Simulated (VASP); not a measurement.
Consider the following.

```xyz
2
Lattice="0.0000 3.3124 3.3124 3.3124 0.0000 3.3124 3.3124 3.3124 0.0000" Properties=species:S:1:pos:R:3 pbc="T T T"
Cd     0.0000     0.0000     0.0000
Te     1.6562     1.6562     1.6562
```

Computed with PBE GGA, VASP's PBE PAW potentials (set 64) (plane waves; VASP). Settings: 520 eV cut-off, Gaussian smearing of 0.050 eV, potentials Cd Te.

Unless said otherwise, spin-orbit coupling is left out, though it shifts the bands of the heavy elements here.

### Question
Give the energies of bands 7 to 12 at the high-symmetry points, in eV from the valence-band maximum.

### Answer

```json
[
 {"band": "7", "Γ": "0.00", "X": "-4.00", "U": "-3.90", "L": "-4.07", "W": "-3.88"},
 {"band": "8", "Γ": "0.00", "X": "-1.65", "U": "-2.27", "L": "-0.68", "W": "-2.07"},
 {"band": "9", "Γ": "0.00", "X": "-1.65", "U": "-1.37", "L": "-0.68", "W": "-1.93"},
 {"band": "10", "Γ": "0.57", "X": "2.67", "U": "2.92", "L": "1.75", "W": "4.02"},
 {"band": "11", "Γ": "4.64", "X": "2.75", "U": "4.43", "L": "5.21", "W": "4.70"},
 {"band": "12", "Γ": "4.64", "X": "8.50", "U": "7.21", "L": "5.21", "W": "5.48"}
]
```

The gap is direct, 0.57 eV, from the valence maximum at Γ to the conduction minimum at Γ.

Measured: gap 1.63 eV (computed value off by -1.06 eV), as given by Anna Miglio et al., npj Computational Materials (2020), arXiv:2011.12765 [zero-point renormalisation of 16 meV (experimental, the table's column) added back].

The compound is CdTe in the zinc blende structure. It was relaxed first, which changed the volume by +7 %.
